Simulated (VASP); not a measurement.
Data:

```
CELL_PARAMETERS angstrom
      0.00000     1.78834     1.78834
      1.78834     0.00000     1.78834
      1.78834     1.78834     0.00000
ATOMIC_POSITIONS crystal
  Cu 0.00000 0.00000 0.00000
```

The numbers are results of r2SCAN meta-GGA, VASP's PBE PAW potentials (set 64) (plane waves; VASP 6.6.1), not measurements. Settings: 480 eV cut-off, 16×16×16 Γ-centred mesh, first-order Methfessel-Paxton smearing of 0.10 eV, potentials Cu.

Energy and stress use the plane-wave basis of the starting cell.

Problem. The ions, cell shape and volume at an external pressure of 15.0 GPa are relaxed. Which structure does the run end with?

Solution. 
```
CELL_PARAMETERS angstrom
      0.00000     1.74584     1.74584
      1.74584     0.00000     1.74584
      1.74584     1.74584     0.00000
ATOMIC_POSITIONS crystal
  Cu 0.00000 0.00000 0.00000
```
Space group Fm-3m (225), at a tolerance of 0.03 Å.

Problem. How do energy and volume change from the first to the last step?

Solution. The energy (σ→0) changes by +36.2 meV/atom and the volume by -7.0 %, in 4 ionic steps.

The compound is Cu in the fcc structure. This run relaxes it under an external pressure of 15 GPa. Symmetry was kept, so distortions that lower it aren't found.
